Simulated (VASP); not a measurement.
Crystal: MoS2.

```
Mo S
1.0
     3.16100    0.00000    0.00000
    -1.58050    2.73751    0.00000
     0.00000    0.00000   15.98350
Mo S
2 4
Direct
  0.33333 0.66667 0.25000
  0.66667 0.33333 0.75000
  0.66667 0.33333 0.34791
  0.66667 0.33333 0.15209
  0.33333 0.66667 0.84791
  0.33333 0.66667 0.65209
```

The cell was built by a generator and needn't be a form met in nature.

Program: VASP 6.6.1. Alike in all runs: task single point; no spin polarisation; cell as given; k mesh 8 × 8 × 2; cutoff (eV) 520; smearing fermi-dirac 0.05 eV.

Order these runs on this cell by their pressure, lowest first.
A. level LDA; potentials or basis VASP PAW LDA potentials, release 64 (Mo_sv, S)
B. level vdW-DF2; potentials or basis VASP PAW PBE potentials, release 64 (Mo_sv, S)
C. level optB86b-vdW; potentials or basis VASP PAW PBE potentials, release 64 (Mo_sv, S)
D. level PBEsol; potentials or basis VASP PAW PBE potentials, release 64 (Mo_sv, S)

A (-3.9 GPa), D (-2.0 GPa), C (0.2 GPa), B (9.2 GPa).

Caveats: the PAW data sets were made with another functional, which shifts forces and pressure a little (some runs); this functional lacks dispersion, which binds the layers, so the pressure and a relaxed spacing across them are unreliable (some runs).

Not every run made on this cell is shown here.
